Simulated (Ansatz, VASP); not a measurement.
**Nb2COF (Nb2COF MXene monolayer) in two plane-wave programs**

One calculation is typed for both programs; each brings its own data sets. How far apart do they land? Of the first pair: The structure shown is the start of the Ansatz relaxation below; VASP solves that cell, so the two are compared at the walk's first step.

Calculated with Ansatz 0.2.0; plane waves, with VASP 6.6.1 beside it; single point at PBE with D3(BJ).

**1. Set-up**

The cell holds 5 atoms: 1 F, 2 Nb, 1 C and 1 O. Cell: a = 3.151 Å, b = 3.151 Å, c = 40.043 Å, α = 90.0°, β = 90.0°, γ = 120.0°. Vacuum lies along c.

**2. Ansatz: relaxation, PBE with D3(BJ)**

Ansatz runs on its default PAW (the set named soft_2) files.

The two programs are compared at the cell with which this relaxation starts, whose forces are those of its first step.

The input, input.yaml:

```yaml
crystal:
  lattice:
    - [3.150576, 0.0, 0.0]
    - [-1.575288, 2.7284788526, 0.0]
    - [0.0, 0.0, 40.0426923709]
  atoms:
    - { symbol: F, position: [0.3333333333, 0.6666666667, 0.4432768865] }
    - { symbol: Nb, position: [0.6666666667, 0.3333333333, 0.4666694114], spin: 1.0 }
    - { symbol: C, position: [0.0, 0.0, 0.4977146103] }
    - { symbol: Nb, position: [0.3333333333, 0.6666666667, 0.5287598093], spin: 1.0 }
    - { symbol: O, position: [0.6666666667, 0.3333333333, 0.5567231135] }
  periodic: [true, true, false]
magnetization:
  spin_polarized: true
kpoints:
  mp_grid: { grid: [12, 12, 1] }
hamiltonian:
  xc: pbe
  dispersion: d3bj
scf:
  occupations: { method: fermi_dirac, width: 0.05 }
  convergence: { dr2_threshold: 1.0e-09 }
relax:
  f_tol: 0.004
  max_steps: 90
  cell: {}
output:
  write_potential: true
  write_density: true
  volumetric_format: npy
```

Started as:

```console
$ ansatz run input.yaml --threads 2 --pin off --max-ram 3072MiB --backend cpu --events-out ev --progress --plain --runs-dir out
```

Numbers of over 12 decimals in the logs are rounded to 6 here.

The log of the run:

```text
Warning: relax.cell: scf.convergence.dr2_threshold = 1e-9 eV is looser than the 2.36417907841e-10 eV advised for a relaxation that steers and ends on the stress (1e-10 eV for each atom of the cell: 5, times the square of relax.cell.stress_2d_tol = 0.05 N/m over 14.5 Å (the atoms' height at the walk's start and 5 Å past either face), 3.438e-2 GPa, over a crystal's default 0.05). What an SCF threshold leaves in a stress goes as its square root, and in the free energy as the threshold itself, and one threshold admits the most on a small cell: [figures from the program's tests cut] Set scf.convergence.dr2_threshold to 2.36417907841e-10 eV or tighter. [rest of the remark cut]
Engine: ansatz 0.2.0, x86_64-unknown-linux-gnu
Pseudopotentials: kind: paw
Pseudopotential: F, paw, valence charge 7, recommended cutoff 420 eV (normal), F.paw.azcp
Pseudopotential: Nb, paw, valence charge 13, recommended cutoff 420 eV (normal), Nb.paw.azcp
Pseudopotential: C, paw, valence charge 4, recommended cutoff 420 eV (normal), C.paw.azcp
Pseudopotential: O, paw, valence charge 6, recommended cutoff 420 eV (normal), O.paw.azcp
Functional definition: PBE
  parameter kappa = 0.804
  parameter beta = 0.066725
  exchange = pbe_x(kappa = kappa, mu = beta*pi^2/3)
  correlation = pbe_c(beta = beta)
Crystal: 5 atoms, lattice volume = 344.218 Å³
Basis set: ecut = 420 eV, 6649 PW (Γ), exchange–correlation on 48×48×540 points (8 copies of the dense FFT grid, shifted against one another)
Bands: 28, of which v1, the nominal top of the filled ones, is band 22 counted from 1 (21 counted from 0)
Symmetry: 6 space group operations
Space group: P3m1 (ITA 156), of the structure as read, at distance tolerance 7.0e-5 Å
Magnetic group: BNS 156.49 (UNI 1279), of the structure as read, at distance tolerance 7.0e-5 Å
k-points: 19 of 144 (time reversal used)
Non-local potential: F, projectors of the file, l = 0: 2, l = 1: 2, l = 2: 1
Non-local potential: Nb, projectors of the file, l = 0: 3, l = 1: 2, l = 2: 2, l = 3: 1
Non-local potential: C, projectors of the file, l = 0: 2, l = 1: 2, l = 2: 1
Non-local potential: O, projectors of the file, l = 0: 2, l = 1: 2, l = 2: 1
PAW form: soft (Blöchl's): semilocal exchange-correlation on the pseudo side does not see the compensation charge
PAW one-centre angular grid: F, 110 points (default); XC on 64 Gauss nodes
PAW one-centre angular grid: Nb, 590 points (default); XC on 64 Gauss nodes
PAW one-centre angular grid: C, 110 points (default); XC on 64 Gauss nodes
PAW one-centre angular grid: O, 110 points (default); XC on 64 Gauss nodes
Initial density: superposition of atomic densities (neutral atoms: chi_scale 0, normalization atom)
Starting moments: Σ|m| = 2 μB on 2 of 5 sites
Initial wavefunctions: pseudopotential atomic-orbital guess
Functional: x = pbe(κ = 0.804, μ = 0.219515), c = pbe(β = 0.066725)
SCF iter   1: F=—  HF=-10740.280312 eV  |F-HF|=—  |Δ(HF+E_count)|=         —  Δρ=4.07e-2 (↑4.07e-2 ↓3.69e-2)  dr2=3.80e1  dr2_m=1.77e-1  M=0.558 μB ∫|m|=0.690 μB  β_m=0.30  ethr=3.10e-3  ⟨swp⟩=14.7  Hψ=8419  notcnv=0
Mixer restart at iter 1: flushing history
preconditioner: auto → LDOS  [metal: Δε(μ)=0.036 eV  Ē_g=10.644 eV  σ=0.050 eV  W_gap=0.17  n_scr=24 (ndim 8)  ℏωp=10.0 eV  f_vac=0.801  D(μ)=1.41/eV (n_scr^D=10)]
spin=Collinear: LDOS preconditioning applied to the charge; magnetization (m = ρ↑ − ρ↓) channel mixes plain (no charge-response kernel on spin).
SCF iter   2: F=—  HF=-10735.279155 eV  |F-HF|=—  |Δ(HF+E_count)|=    5.00e0  Δρ=2.07e-2 (↑2.07e-2 ↓1.75e-2)  dr2=9.49e0  dr2_m=9.20e-2  M=0.499 μB ∫|m|=0.624 μB  β_m=0.44  ethr=3.10e-3  ⟨swp⟩=4.9  Hψ=3607  notcnv=0  defer=27
SCF iter   3: F=—  HF=-10734.158157 eV  |F-HF|=—  |Δ(HF+E_count)|=    1.12e0  Δρ=6.03e-3 (↑6.00e-3 ↓6.03e-3)  dr2=3.07e-1  dr2_m=2.03e-2  M=0.388 μB ∫|m|=0.472 μB  β_m=0.58  ethr=3.10e-3  ⟨swp⟩=5.7  Hψ=3510  notcnv=0  defer=32
SCF iter   4: F=—  HF=-10734.229098 eV  |F-HF|=—  |Δ(HF+E_count)|=   7.09e-2  Δρ=2.79e-3 (↑2.79e-3 ↓1.96e-3)  dr2=1.20e-1  dr2_m=7.33e-3  M=0.267 μB ∫|m|=0.320 μB  β_m=0.66  ethr=7.14e-4  ⟨swp⟩=5.5  Hψ=2565  notcnv=0  defer=23
SCF iter   5: F=—  HF=-10734.261114 eV  |F-HF|=—  |Δ(HF+E_count)|=         —  Δρ=1.78e-3 (↑1.78e-3 ↓1.31e-3)  dr2=9.92e-3  dr2_m=6.90e-3  M=0.094 μB ∫|m|=0.126 μB  β_m=0.66  ethr=2.80e-4  ⟨swp⟩=4.9  Hψ=2068  notcnv=0  defer=22
[...]
iter 1 solved again at ethr=1.53e-7 eV; its pass at ethr=3.10e-3 eV (dr2=6.59e-5 eV) is discarded
SCF iter   1: F=—  HF=-10735.720821 eV  |F-HF|=—  |Δ(HF+E_count)|=         —  Δρ=1.03e-6 (↑1.03e-6 ↓1.03e-6)  dr2=5.93e-9  dr2_m=2.36e-11  M=0.000 μB ∫|m|=0.000 μB  β_m=0.65  ethr=1.53e-7  ⟨swp⟩=7.0  Hψ=14274  notcnv=0
eigensolver tolerance schedule: the retry pair's looser diagonalisation over-reported the residual by 11105.18 of it (diagonalisation noise at 1.22 of the residual, at the tolerance the schedule requests for it); recorded, not acted on — ethr = c·dr2/N_el stays at c = 1.0e-1
preconditioner: auto → LDOS  [metal: Δε(μ)=0.062 eV  Ē_g=8.913 eV  σ=0.050 eV  W_gap=0.29  n_scr=20 (ndim 8)  ℏωp=10.1 eV  f_vac=0.808  D(μ)=1.67/eV (n_scr^D=12)]
spin=Collinear: LDOS preconditioning applied to the charge; magnetization (m = ρ↑ − ρ↓) channel mixes plain (no charge-response kernel on spin).
SCF iter   2: F=—  HF=-10735.720690 eV  |F-HF|=—  |Δ(HF+E_count)|=   1.30e-4  Δρ=6.84e-7 (↑6.84e-7 ↓6.76e-7)  dr2=6.07e-9  dr2_m=6.79e-12  M=0.000 μB ∫|m|=0.000 μB  β_m=0.33  ethr=1.38e-11  ⟨swp⟩=6.7  Hψ=4726  notcnv=0
SCF iter   3: F=—  HF=-10735.720690 eV  |F-HF|=—  |Δ(HF+E_count)|=   2.88e-9  Δρ=3.60e-7 (↑3.59e-7 ↓3.60e-7)  dr2=1.23e-9  dr2_m=7.69e-12  M=0.000 μB ∫|m|=0.000 μB  β_m=0.67  ethr=1.38e-11  ⟨swp⟩=3.0  Hψ=1852  notcnv=0
SCF iter   4: F=-10735.720690 eV  HF=-10735.720690 eV  |F-HF|=5.31e-10  |Δ(HF+E_count)|=  6.55e-10  Δρ=1.89e-7 (↑1.89e-7 ↓1.88e-7)  dr2=3.48e-10  dr2_m=1.50e-12  M=0.000 μB ∫|m|=0.000 μB  ethr=2.33e-12  ⟨swp⟩=14.2  Hψ=9946  notcnv=0
the starting moments were not kept: the SCF closed with an absolute magnetisation of 2.6e-6 μB, where they sum to 2 μB in size (2 sites). That is at most 0.1 of that sum. Measured as dr2_m measures the in/out step, that magnetisation stands 8.8e-13 eV from none, at or under the dr2_threshold of 1.0e-9 eV: it is no larger than a step whose dr2_m would equal this threshold.
SCF 10 converged in 4 iterations: F = -10735.720690 eV  dr2 = 3.48e-10
relax step  10: F+E_penalty+E_count = -10735.72069016 eV  Δ(F+E_penalty+E_count) = +6.411e-5 eV  max|allowed force component| = 3.808e-3 eV/Å  Δτ_max = 0.0000 Å  P = +0.017 N/m  Ω = 337.572 Å³  fix = [c, alpha, beta]  reactions: c +0.000 N/m  stress off target by 1.68e-2 N/m on what of the cell is left free  SCF on the basis re-selected at this cell (its energy is not comparable with the rows above)  (4 SCF iters)
basis re-selected at this cell: Δ(F+E_penalty+E_count) = +6.411e-5 eV, ΔP = -0.001 N/m vs the last step (what re-selecting the basis moved, of the pressure what is left beyond the Pulay correction that the steps carried, after the strain that the cell walked since its last selection, with what the two solves' SCF thresholds leave and, on support functions, any second-order correction that the steps lacked; it is no m [...]
WARN: The output density's exchange-correlation potential varies sharply where the density is thin. Do not read a vacuum level from v_tot or v_xc, or from such a field of the output density. On a cell that repeats whose density bears no net charge and no dipole along the vacuum's axis use v_es (v_loc + v_h of the components); under efield.dipole_correction with no amplitude use v_es + v_field, which holds any externa [...]
SCF converged after 4 iterations
Magnetization: 0.0000 μB (21.5000 up, 21.5000 down)
Absolute magnetization: 0.0000 μB (∫|ρ↑−ρ↓|, with the PAW one-centre terms)
Spin contamination: 0.0000 ħ² per cell (⟨S²⟩ above its minimum at these occupations)
Per-site moments (μB) at R_I (Å): [(3.6402355337282956e-8, 0.946877), (8.733860211153599e-7, 0.881044), (-3.6275950458247454e-7, 0.881044), (8.448517021014955e-8, 0.865546), (-1.1617053155080007e-7, 0.865546)]
Free energy (F): -10735.720690 eV
Harris-Foulkes:  -10735.720690 eV  (|F-HF|=5.31e-10)
Internal energy: -10735.707843 eV  (E = F + TS)
E sigma→0 (E₀):  -10735.714267 eV
Entropy (-TS):   -0.012847 eV (-2.569 meV/atom)
Fermi energy:    -5.374336 eV
--- Per-component energies (eV) ---
  E_band       = -1052.268996
  E_kinetic    = 1262.393807
  E_local      = -162072.627001  (includes V_loc(G=0)·N_el)
  E_nonlocal   = 384.091683
  E_hartree    = 80189.606976
  E_xc         = -554.818099
  E_vxc        = -684.697995  (∫ρ·V_xc dr)
  E_paw        = -6602.525942  (= ΣΔE_a)
  E_vpaw       = -320.648571  (= ΣTr[D̂ρ^β])
  E_aug_tail   = 0.004487  (compensation charges beyond the density's cutoff)
  E_ewald      = 76659.421533
  E_disp       = -1.255287  (pairwise vdW)
  E_smearing   = -0.012847  (= −TS)
  E_closure    = -0.000000  (closes the sum)
  Σ components = -10735.720690   (vs F -10735.720690, Δ=0.00e0)
--- Forces (eV/Å), atoms counted from 1 ---
  atom   1  F      0.00000000     0.00000000     0.00013753
  atom   2  Nb     0.00000000     0.00000000    -0.00374970
  atom   3  C      0.00000000     0.00000000     0.00239198
  atom   4  Nb     0.00000000    -0.00000000    -0.00258844
  atom   5  O      0.00000000    -0.00000000     0.00380789
  max |Σ_I F_I| component: 7.51e-7 eV/Å
--- 2D stress c σ (N/m, compression-positive) ---
        0.016848       0.000000      -0.000000
        0.000000       0.016848       0.000000
       -0.000000       0.000000       0.000000
  P = ½ c Tr σ = 0.0168 N/m
--- Band table (eV; the first three rows and the last of 38) ---
  k-point 0 ↑: bands = [... 18 lower, -8.4894, -8.4894, -6.1938, -6.1938, -5.4681, -3.9032, -3.9032, -3.2589, ... 2 higher]
  k-point 1 ↑: bands = [... 18 lower, -8.5968, -8.5829, -6.3449, -6.0556, -5.4277, -3.9622, -3.7771, -3.2056, ... 2 higher]
  k-point 2 ↑: bands = [... 18 lower, -8.8119, -8.6053, -6.6779, -5.6564, -5.3560, -3.9324, -3.5424, -3.0855, ... 2 higher]
  k-point 18 ↓: bands = [... 18 lower, -9.3193, -9.3092, -5.5879, -5.1829, -4.4603, -3.5640, -3.0423, -2.5336, ... 2 higher]
  the weakly bound empty levels are not read free of the cell's end (no_gap_told)
--- Relaxed structure (8 steps of the walk, 8 accepted, 2 SCFs on fresh bases) ---
  F+E_penalty+E_count = -10735.72069016 eV   max|allowed force component| = 3.808e-3 eV/Å   (the final SCF, on the basis selected at the relaxed cell)
  cell:  # Å, volume = 337.5721 Å³
    - [3.120012, 0, 0]
    - [-1.560006, 2.702010, 0]
    - [0, 0, 40.0426923709]
  atoms:
    - { symbol: F, position: [0.333333, 0.666667, 0.435157] }
    - { symbol: Nb, position: [0.666667, 0.333333, 0.470689] }
    - { symbol: C, position: [0, 0, 0.499349] }
    - { symbol: Nb, position: [0.333333, 0.666667, 0.530538] }
    - { symbol: O, position: [0.666667, 0.333333, 0.557411] }
```

[end of part 1 of 2]

[Lines on the potential files, build, host, timing and source positions are cut from VASP's logs without a mark.]

[Logs are printed without paths, hosts, clocks, repeated set-up lines and the standing remarks that a program may print on its own settings, such as how far it seeks lower states.]

[Hosts, paths, dates, database ids (printed as entryN), source tags and the programs' standing remarks are cut or masked in the printed files.]
